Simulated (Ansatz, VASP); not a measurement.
# Cross-check of Si3Ge9H14 between VASP and Ansatz, part 2 of 2

Aim: how closely do two programs agree when they are given the same cell, functional and k mesh? The structure shown is frame 49 of Ansatz's trajectory.

VASP 6.6.1 and Ansatz 0.2.0.

So far: The structure; Ansatz: dynamics, PBEsol.

## 3. VASP: single point, PBEsol

Level of this step: PBEsol; plane waves and PAW (Si, Ge_d, H) (VASP).

The same cell, functional, mesh and smearing now go to VASP, with its own data sets.

Lines of VASP's logs that name or quote its potential files are left out, and so is its time.

INCAR reads:

```
SYSTEM = Si3Ge9H14
PREC = Accurate
ENCUT = 410
EDIFF = 1E-06
NELM = 120
ISMEAR = -1
SIGMA = 0.078
LREAL = Auto
ALGO = Normal
GGA = PS
NBANDS = 288
LORBIT = 11
LWAVE = .FALSE.
LCHARG = .FALSE.
ISIF = 2
LASPH = .TRUE.
GGA_COMPAT = .FALSE.
EFERMI = MIDGAP
NCORE = 2
```

POSCAR reads:

```
Si3Ge9H14
1.0
   16.4992900000      0.0000000000      0.0000000000
    0.0000000000     17.1433100000      0.0000000000
    0.0000000000      0.0000000000     20.7888200000
Si Ge H
9 27 42
Direct
    0.4958213353      0.5680816598      0.0535624437
    0.5043792794      0.3907821768      0.2763793231
    0.5092219120      0.4367417961      0.0469098294
    0.5023549498      0.5728590336      0.3985411389
    0.4951788835      0.3812565951      0.6147150247
    0.4956637528      0.4357326561      0.3834561077
    0.4998336292      0.5744281589      0.7195502198
    0.4980214300      0.3788416589      0.9454071948
    0.5032640798      0.4313052730      0.7263134704
    0.4925908933      0.6214027513      0.1649732885
    0.3890652264      0.3836948641      0.1082985951
    0.3787496310      0.4221705143      0.2219847014
    0.3820164383      0.5621318170      0.2201086930
    0.3727130077      0.6182761672      0.0037231550
    0.5000942465      0.6259701306      0.5048290379
    0.3732099987      0.3840273553      0.4454124861
    0.3801799956      0.4313344389      0.5517388673
    0.3795799698      0.5684491501      0.5549088404
    0.3750525023      0.6157037352      0.3331021193
    0.4976274737      0.6225110553      0.8339145752
    0.3759131454      0.3833273738      0.7725787226
    0.3765374146      0.4277353673      0.8815555669
    0.3769131884      0.5758106223      0.8874866395
    0.3866105754      0.6193319726      0.6619615736
    0.6215661401      0.3812099297      0.1127336713
    0.6223964789      0.4286978419      0.2212968317
    0.6213964358      0.5720540549      0.2212391083
    0.6151052560      0.6200144546      0.0023512638
    0.6246632431      0.3722793323      0.4446284108
    0.6146688736      0.4288203387      0.5574149952
    0.6191236108      0.5682974875      0.5597912724
    0.6233844002      0.6163512181      0.3369840135
    0.6169901856      0.3797458017      0.7824397922
    0.6191417934      0.4321044186      0.8864764811
    0.6210206621      0.5664367033      0.8865582558
    0.6225904266      0.6184219967      0.6699899273
    0.4891543818      0.7146519546      0.1636216005
    0.3035160907      0.4022093750      0.0752086939
    0.4092539740      0.2968329920      0.1029495662
    0.3038736818      0.4050967987      0.2696834164
    0.3155650940      0.6083597625      0.1729968320
    0.3965564579      0.7064738373      0.9913463102
    0.2948429902      0.6141404431      0.0475592169
    0.4977608127      0.3034186514      0.2963371658
    0.4878331128      0.7175802106      0.5195725395
    0.2949096597      0.4273445443      0.4153049572
    0.3626640904      0.2936422430      0.4336465466
    0.2983461713      0.3906655133      0.5854444841
    0.2925519825      0.5917468680      0.5270044187
    0.4067750794      0.6999990084      0.3083195679
    0.2879820889      0.6366623482      0.3549985040
    0.4924636151      0.2923006117      0.6235515051
    0.5256711046      0.7108370554      0.8360022358
    0.3002371617      0.4137124044      0.7283530282
    0.3728099815      0.2907898183      0.7648101239
    0.2934974778      0.4147273776      0.9214616318
    0.2974370412      0.6088089173      0.8579467233
    0.4037567677      0.7076113073      0.6420855056
    0.3028372736      0.6112180203      0.6982503095
    0.4868330698      0.2909706469      0.9587076130
    0.6276148852      0.2889815327      0.1063215709
    0.7012180524      0.4086142058      0.0787586789
    0.6973754628      0.3858823063      0.2543001479
    0.7091153619      0.5823087840      0.1861962343
    0.5921830576      0.7083696206      0.9920861309
    0.6990118969      0.6017624368      0.0323443081
    0.7080486494      0.3907996764      0.4087725999
    0.6272088072      0.2798234413      0.4423627700
    0.6902175791      0.4152990292      0.6026556582
    0.6860113375      0.6035882219      0.5122128144
    0.6994119141      0.6210469273      0.3805747512
    0.6145779606      0.7103354020      0.3305382412
    0.6870659283      0.4197030795      0.7359917494
    0.6173295942      0.2803600938      0.7722227620
    0.6942298729      0.3926254615      0.9257764510
    0.7030181299      0.5907143953      0.8515250024
    0.7055455114      0.6205161080      0.7019638440
    0.5961529254      0.7028805989      0.6556601096
```

KPOINTS reads:

```
Automatic mesh
0
Gamma
1 1 1
0 0 0
```

The projector-augmented-wave data sets are Si, Ge_d and H (PBE family, release 64).

Command:

```
> mpirun -np 8 vasp_gam
```

Numbers of over 12 decimals in the logs are rounded to 6 here.

What it wrote:

```text
[banner, memory and clock lines left out]
running    8 mpi-ranks, on    1 nodes
[...]
|                                                                             |
|               ----> ADVICE to this user running VASP <----                  |
|                                                                             |
|     You enforced a specific xc type in the INCAR file but a different       |
|     [... a line on the potential file left out ...]
|     I HOPE YOU KNOW WHAT YOU ARE DOING!                                     |
|                                                                             |

 LDA part: xc-table for (Slater+PW92), standard interpolation
 POSCAR, INCAR and KPOINTS ok, starting setup
[...]
entering main loop
       N       E                     dE             d eps       ncg     rms          rms(c)
DAV:   1     0.381823727137E+04    0.38182E+04   -0.19887E+05   632   0.154E+03
DAV:   2     0.298270812703E+03   -0.35200E+04   -0.34286E+04   792   0.331E+02
DAV:   3    -0.279784056863E+03   -0.57805E+03   -0.57312E+03   808   0.174E+02
DAV:   4    -0.318371732024E+03   -0.38588E+02   -0.38329E+02   680   0.527E+01
[...]
DAV:  27    -0.308032653047E+03   -0.44392E-05   -0.11518E-07   432   0.163E-03    0.108E-04
DAV:  28    -0.308032654699E+03   -0.16520E-05   -0.54122E-08   440   0.114E-03    0.937E-05
DAV:  29    -0.308032655618E+03   -0.91919E-06   -0.24799E-08   416   0.103E-03
   1 F= -.30803266E+03 E0= -.30803266E+03  d E =-.206985E-06
```

Parts of OUTCAR (step 3):

```text
  FREE ENERGIE OF THE ION-ELECTRON SYSTEM (eV)
  ---------------------------------------------------
  free  energy   TOTEN  =      -308.0326556179 eV

  energy  without entropy=     -308.0326554110  energy(sigma->0) =     -308.03265551

[... 1 further part left out ...]
```

## 4. Side by side

Known differences besides the potentials themselves: the cutoff is 420 eV in Ansatz and 410 eV in VASP (PREC = Accurate, projectors in real space); Ansatz makes its cores anew for this functional, VASP keeps those of its PBE data sets. Total energies have different zeros and are not compared.

Forces on 10 of the 78 atoms, those with the largest forces and the largest differences (eV/Å; atoms numbered as in POSCAR):

```csv
atom,"Ansatz x, y, z","VASP x, y, z"
Si3,"-0.667, -1.215, 1.341","-0.667, -1.221, 1.350"
Ge11,"-0.116, 0.446, -0.515","-0.129, 0.429, -0.521"
Ge17,"-0.570, -1.592, 1.589","-0.578, -1.594, 1.587"
Ge19,"1.486, 0.916, -0.871","1.473, 0.931, -0.875"
Ge33,"0.696, -1.110, -1.965","0.702, -1.108, -1.968"
Ge34,"0.161, -2.220, 1.655","0.172, -2.225, 1.649"
Ge35,"-0.182, 1.662, 0.531","-0.172, 1.658, 0.520"
Ge36,"-0.712, 0.261, -0.657","-0.697, 0.283, -0.653"
H74,"0.071, 1.842, 0.297","0.071, 1.851, 0.299"
H77,"0.098, -0.175, 0.237","0.076, -0.178, 0.227"
```

The forces differ by 8.6 meV/Å r.m.s., which is 1.3 % of the r.m.s. force of 0.635 eV/Å (both taken over all components). With vacuum in the cell, a pressure given here is an average over mostly empty space and none of the material.

## 5. What came out

```
r.m.s. force difference (single point, PBEsol) : 1.3 % of the r.m.s. force
```

In words: The r.m.s. force difference is 1.3 % of the r.m.s. force (single point, PBEsol), within the 3 % picked in this series as the mark of a large difference. 2 further runs of this series are not shown here. Such differences can come from data sets, numerical settings and the points named under the comparisons, not from the functional's error against experiment.

[Lines on the potential files, build, host, timing and source positions are cut from VASP's logs without a mark.]

[Logs are printed without paths, hosts, clocks, repeated set-up lines and the standing remarks that a program may print on its own settings, such as how far it seeks lower states.]

[Hosts, paths, dates, database ids (printed as entryN), source tags and the programs' standing remarks are cut or masked in the printed files.]
